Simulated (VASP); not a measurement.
A run of VASP 6.6.1:

File INCAR:

```
  PREC = Accurate
  ENCUT = 520
  EDIFF = 1E-6
  ISMEAR = 0
  SIGMA = 0.05
  LREAL = False
  LASPH = True
  NELM = 100
  ALGO = Normal
  ISIF = 2
  LWAVE = False
  LCHARG = False
  ISPIN = 2
  MAGMOM = 3 0
  LORBIT = 11
  NUPDOWN = 2
  LMAXMIX = 6
  LDAU = True
  LDAUTYPE = 2
  LDAUL = 3 -1
  LDAUU = 6 0
  LDAUJ = 0 0
  LDAUPRINT = 1
  GGA = PS
  NBANDS = 20
```

Contents of KPOINTS:

```
Automatic mesh
0
Gamma
  6 6 6
```

File POSCAR:

```
NdN
1.0
    0.0000000000      2.5660021500      2.5660021500
    2.5660021500      0.0000000000      2.5660021500
    2.5660021500      2.5660021500      0.0000000000
Nd N
1 1
Direct
    0.5000000000      0.5000000000      0.5000000000
    0.0000000000      0.0000000000      0.0000000000
```

Potentials or basis: VASP PAW PBE potentials, release 64 (Nd, N).

Command:

```bash
$ cat potpaw_PBE.64/Nd/POTCAR potpaw_PBE.64/N/POTCAR > POTCAR
$ mpirun -np 1 vasp_std > vasp.out
```

Hardware: 1 thread of Intel(R) Xeon(R) Platinum 8488C (Sapphire Rapids), on a shared host.

Task: Estimate the wall time of this run.

Result: Run time: 61 s on 1 thread of Intel(R) Xeon(R) Platinum 8488C (Sapphire Rapids) (shared host), peak memory 0.19 GiB. Counts: scf iterations 36, k points 16.
